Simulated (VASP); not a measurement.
VASP runs on AgCl (rock salt) share one base input (PBE GGA, plane waves, VASP's PBE PAW potentials (set 64)) and change the settings named in each case.

KPOINTS:
```
Automatic mesh
0
Gamma
7 7 7
0 0 0
```

**POSCAR**
```
AgCl
1
    0.0000000000     2.8305000000     2.8305000000
    2.8305000000     0.0000000000     2.8305000000
    2.8305000000     2.8305000000     0.0000000000
Ag Cl
1 1
Direct
  0.0000000000   0.0000000000   0.0000000000
  0.5000000000   0.5000000000   0.5000000000
```

### INCAR
```
! general
SYSTEM   =  AgCl
PREC     =  Accurate
ENCUT    =  400
LREAL    =  F
LASPH    =  T

! electronic loop
EDIFF    =  1E-6
NELM     =  100
ALGO     =  Normal
LMAXMIX  =  4

! smearing
ISMEAR   =  0
SIGMA    =  0.05

! functional
GGA      =  PE

! ions
ISIF     =  2

! output
LWAVE    =  F
LCHARG   =  F
```

POTCAR, in this order: Ag Cl (PBE.64 set). Program: vasp_std.

```json
[
 {"change": "base run", "E(σ→0) (eV/atom)": "-2.6983", "−TS (eV)": "0.0000"},
 {"change": "NELECT = 17.5", "E(σ→0) (eV/atom)": "-3.3766", "−TS (eV)": "-0.0020"},
 {"change": "NELECT = 17.9", "E(σ→0) (eV/atom)": "-2.8463", "−TS (eV)": "-0.0036"},
 {"change": "NELECT = 17.98", "E(σ→0) (eV/atom)": "-2.7284", "−TS (eV)": "-0.0013"},
 {"change": "NELECT = 18.02", "E(σ→0) (eV/atom)": "-2.6526", "−TS (eV)": "-0.0006"},
 {"change": "NELECT = 18.1", "E(σ→0) (eV/atom)": "-2.4491", "−TS (eV)": "-0.0005"},
 {"change": "NELECT = 18.5", "E(σ→0) (eV/atom)": "-1.2414", "−TS (eV)": "-0.0025"}
]
```
 Charged cells carry a uniform compensating background.

Left out are runs that ran out of time, are held back, or changed the cell or the kind of run, fixed moments of cells without a moment, rows past the twelfth, gaps on odd meshes, pressures of charged cells and columns that move by less than the noise.

The compound is AgCl in the rock salt structure. The cell was not relaxed at this level.
